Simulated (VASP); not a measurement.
```yaml
crystal:
  lattice:
    - [0.00000, 2.95071, 2.95071]
    - [2.95071, 0.00000, 2.95071]
    - [2.95071, 2.95071, 0.00000]
  atoms:
    - { symbol: B, position: [0.00000, 0.00000, 0.00000] }
    - { symbol: Ti, position: [0.50000, 0.50000, 0.50000] }
    - { symbol: Ti, position: [0.25000, 0.25000, 0.25000] }
    - { symbol: Ti, position: [0.75000, 0.75000, 0.75000] }
```

Method: PBEsol GGA, VASP's PBE PAW potentials (set 64) (plane waves; VASP). Run with 600 eV cut-off, 8×8×8 Γ-centred mesh, first-order Methfessel-Paxton smearing of 0.10 eV, potentials B Ti_sv.

### Question
What does the run give for the energy per atom (σ→0), pressure, band gap (on the k-mesh) with the smallest direct gap where there is one?

### Answer

```
Property                                                    Result
------------------------  ----------------------------------------
band gap (on the k-mesh)  none (metal, semimetal or under 0.01 eV)
energy per atom (σ→0)                               -7.859 eV/atom
pressure                                                  2.01 GPa
```

The structure was generated: Ti3B was put into the D03 type (Fm-3m), which need not be its known phase. It was relaxed first under an external pressure of 2 GPa. The electron count is odd and the run is not spin-polarised, which forces a metal.
